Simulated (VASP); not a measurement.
Input:

```yaml
crystal:
  lattice:
    - [4.15456, 0.00000, 0.00000]
    - [-2.07728, 3.59796, 0.00000]
    - [0.00000, 0.00000, 6.78193]
  atoms:
    - { symbol: Cd, position: [0.33333, 0.66667, 0.99985] }
    - { symbol: Cd, position: [0.66667, 0.33333, 0.49985] }
    - { symbol: S, position: [0.33333, 0.66667, 0.37515] }
    - { symbol: S, position: [0.66667, 0.33333, 0.87515] }
```

Calculation: r2SCAN meta-GGA, VASP's PBE PAW potentials (set 64) (plane waves; VASP). Settings: 400 eV cut-off, 7×7×4 Γ-centred mesh, tetrahedra with Blöchl corrections, potentials Cd S.

Question: Give the energies of bands 11 to 21 at the high-symmetry points, in eV from the valence-band maximum.

Answer: 
| band | Γ | M | K | A | L | H |
|---|---|---|---|---|---|---|
| 11 | -7.36 | -7.06 | -6.89 | -7.39 | -7.01 | -6.87 |
| 12 | -7.03 | -6.92 | -6.89 | -7.39 | -7.01 | -6.87 |
| 13 | -4.34 | -4.08 | -3.62 | -2.44 | -4.09 | -3.95 |
| 14 | -0.74 | -3.47 | -3.62 | -2.44 | -4.09 | -3.95 |
| 15 | -0.74 | -2.63 | -3.08 | -0.39 | -1.33 | -2.41 |
| 16 | -0.06 | -1.85 | -1.84 | -0.39 | -1.33 | -2.41 |
| 17 | 0.00 | -1.29 | -1.84 | -0.39 | -1.33 | -1.13 |
| 18 | 0.00 | -0.74 | -1.63 | -0.39 | -1.33 | -1.13 |
| 19 | 1.62 | 4.14 | 4.91 | 3.27 | 3.85 | 4.82 |
| 20 | 3.25 | 4.26 | 5.55 | 3.27 | 3.85 | 4.82 |
| 21 | 7.00 | 5.40 | 5.55 | 6.61 | 5.79 | 6.39 |

The gap is direct, 1.62 eV, from the valence maximum at Γ to the conduction minimum at Γ.

The structure was generated: CdS was put into the wurtzite type (P6_3mc), which need not be its known phase. It was relaxed first, which changed the volume by +7 %.
